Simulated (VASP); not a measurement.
Here is the system:

```
BiSb
1.0
    2.22629     1.28535     3.97515
   -2.22629     1.28535     3.97515
    0.00000    -2.57070     3.97515
Sb Bi
1 1
Cartesian
 -0.11030   0.00010   9.24336
  0.11030  -0.00010   2.68193
```

Method: LDA (Ceperley-Alder, Perdew-Zunger), VASP's LDA PAW potentials (set 64) (plane waves; VASP). Settings: 300 eV cut-off, 6×6×6 Γ-centred mesh, Gaussian smearing of 0.27 eV, potentials Sb Bi_d.

At this cut-off the stress carries a Pulay error, which pulls relaxed volumes low.

Give the force on each atom (eV/Å).

```csv
atom,Fx,Fy,Fz
Sb1,1.037,0.213,-1.133
Bi2,-1.037,-0.213,1.133
```

Give the stress tensor in GPa (positive for a compressed cell).

```
 0.71   2.59  -3.84
 2.59  -0.11  -0.62
-3.84  -0.62  -0.21
```
The pressure is its mean diagonal, 0.13 GPa.

The structure comes from a computed database's BiSb entry; how it stands against other phases isn't given here. The cell was not relaxed at this level.
